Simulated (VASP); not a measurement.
Set up this calculation in VASP 6.6.1, as the native input.

```
Task                   : relaxation of cell and atoms
Functional             : PBE
Potentials or basis    : VASP PAW PBE potentials, release 64 (Be, Cd, S)
Cutoff                 : 520 eV
k mesh                 : 3 × 3 × 4
Occupations            : gaussian, width 0.15 eV
Spin                   : no spin polarisation
Further INCAR settings : PREC = Normal; ALGO = Fast; EDIFF = 0.0001; IBRION = 2; EDIFFG = -0.08; NSW = 24; ISIF = 3
```

The structure of Be2CdS3 lies in POSCAR:

```
Be2CdS3
1.0
    5.9639979500      0.0000000000      0.0000000000
   -2.9819989700      5.1649737300      0.0000000000
    0.0000000000      0.0000000000      3.3498968400
Be Cd S
2 1 3
Direct
    0.3333333300      0.6666666700      0.0000000000
    0.6666666700      0.3333333300      0.0000000000
    0.0000000000      0.0000000000      0.0000000000
    0.5000000000      0.0000000000      0.5000000000
    0.5000000000      0.5000000000      0.5000000000
    0.0000000000      0.5000000000      0.5000000000
```

The cell was built by a generator and needn't be a form met in nature.

The input as run:

INCAR

```
  PREC = Normal
  ENCUT = 520
  EDIFF = 1E-4
  ISMEAR = 0
  SIGMA = 0.15
  LREAL = False
  LASPH = True
  NELM = 60
  ALGO = Fast
  ISIF = 3
  LWAVE = False
  LCHARG = False
  GGA = PE
  IBRION = 2
  NSW = 24
  EDIFFG = -0.08
  KPAR = 2
```

KPOINTS

```
regular mesh
0
Gamma
  3 3 4
```

Potentials or basis: VASP PAW PBE potentials, release 64 (Be, Cd, S).

Run with:

```bash
$ cat potpaw_PBE.64/Be/POTCAR potpaw_PBE.64/Cd/POTCAR potpaw_PBE.64/S/POTCAR > POTCAR
$ mpirun -np 2 vasp_std > vasp.out
```

Results of the run:

```
Relaxed volume                         : 16.86 Å³/atom
Relaxed cell                           : a = 6.602 Å, b = 6.602 Å, c = 2.680 Å, α = 90.00°, β = 90.00°, γ = 120.00°
Space group after relaxing (to 0.05 Å) : P6/mmm (No. 191)
Energy gained by relaxing              : 238.1 meV/atom
Ionic steps                            : 13
Pressure after relaxing                : -0.1 GPa
Band gap on the k mesh                 : none (metal or under the smearing width)
```

Caveat: the k mesh is coarse (spacing up to 0.47 Å⁻¹), so the values aren't converged.

It took 45 s on 2 MPI ranks on Intel(R) Xeon(R) 6975P-C (Granite Rapids) (shared host), peak memory 0.16 GiB a rank.
